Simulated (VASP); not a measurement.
VASP input:

### KPOINTS
```
kpoints
0
G
  7 7 10
```

**INCAR**
```
SYSTEM=CrO2
PREC=Accurate; ENCUT=520; LREAL=F
LASPH=T
EDIFF=1E-7; NELM=100; ALGO=Normal
LMAXMIX=4
ISMEAR=1; SIGMA=0.1
GGA=RP
MAGMOM=2*2.2 4*-0.1
ISPIN=2
IBRION=2; NSW=30; ISIF=4
EDIFFG=-0.01
LWAVE=F; LCHARG=F; LORBIT=10
```

File POSCAR:
```
CrO2
1
    4.4400249096     0.0000000000     0.0000000000
    0.0000000000     4.4400249096     0.0000000000
    0.0000000000     0.0000000000     2.9192915844
Cr O
2 4
Direct
  0.0000000000   0.0000000000   0.0000000000
  0.5000000000   0.5000000000   0.5000000000
  0.3038373536   0.3038373536   0.0000000000
  0.8038373536   0.1961626464   0.5000000000
  0.1961626464   0.8038373536   0.5000000000
  0.6961626464   0.6961626464   0.0000000000
```

POTCAR, in this order: Cr_pv O (PBE.64 set). Program: vasp_std.

### Question
Translate this RPBE calculation to Quantum ESPRESSO's pw.x.

### Answer
One equivalent input (not run):
```
&CONTROL
  calculation = 'vc-relax'
  pseudo_dir = './pseudo'
  outdir = './out'
  tprnfor = .true.
  tstress = .true.
  nstep = 30
  forc_conv_thr = 0.00039
/
&SYSTEM
  ibrav = 0
  nat = 6
  ntyp = 2
  ecutwfc = 94
  occupations = 'smearing'
  smearing = 'methfessel-paxton'
  degauss = 0.00735
  input_dft = 'rpbe'
  nspin = 2
  starting_magnetization(1) = 0.22
  starting_magnetization(2) = -0.01
/
&ELECTRONS
  conv_thr = 7.3e-09
  electron_maxstep = 100
/
&IONS
/
&CELL
  cell_dofree = 'shape'
/
ATOMIC_SPECIES
  Cr 51.996 Cr.upf
  O 15.999 O.upf
CELL_PARAMETERS angstrom
     4.4400249    0.0000000    0.0000000
     0.0000000    4.4400249    0.0000000
     0.0000000    0.0000000    2.9192916
ATOMIC_POSITIONS crystal
  Cr   0.0000000  0.0000000  0.0000000
  Cr   0.5000000  0.5000000  0.5000000
  O    0.3038374  0.3038374  0.0000000
  O    0.8038374  0.1961626  0.5000000
  O    0.1961626  0.8038374  0.5000000
  O    0.6961626  0.6961626  0.0000000
K_POINTS automatic
  7 7 10 0 0 0
```
Limits of the translation: the potentials are each code's own (VASP's PAW set, PseudoDojo norm-conserving files in pw.x), so ENCUT and ecutwfc are chosen apart and not converted; conv_thr bounds pw.x's estimated SCF error, while EDIFF bounds the energy change between steps; starting_magnetization is a fraction of the valence charge and MAGMOM a moment in μB, so they match only roughly; forc_conv_thr acts on force components and is met together with etot_conv_thr.

The compound is CrO2 in the rutile structure. This cell is one point of a volume scan, at 0.97 of the reference volume. Symmetry was kept, so distortions that lower it aren't found.
